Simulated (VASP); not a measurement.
Data:

```xyz
3
Lattice="-1.5885 1.5885 3.8933 1.5885 -1.5885 3.8933 1.5885 1.5885 -3.8933" Properties=species:S:1:pos:R:3 pbc="T T T"
Si     0.0000     0.0000     5.1765
Si     0.0000     0.0000     2.6101
Mo     0.0000     0.0000     0.0000
```

All values below come from LDA (Ceperley-Alder, Perdew-Zunger), VASP's LDA PAW potentials (set 64) (plane waves; VASP). Settings: 520 eV cut-off, 15×15×15 Γ-centred mesh, tetrahedra with Blöchl corrections, potentials Si Mo_sv.

The cores are frozen, which limits the accuracy of field gradients.

Question: Give the principal components of the electric field gradient (V/Å²) and the asymmetry η at each nucleus.

Answer: 
```
atom   Vxx   Vyy    Vzz     η
----  ----  ----  -----  ----
Si1    6.1   6.1  -12.2  0.00
Si2    6.1   6.1  -12.2  0.00
Mo3   32.1  32.1  -64.1  0.00
```

The compound is MoSi2 in the MoSi2 type structure. It was relaxed first.
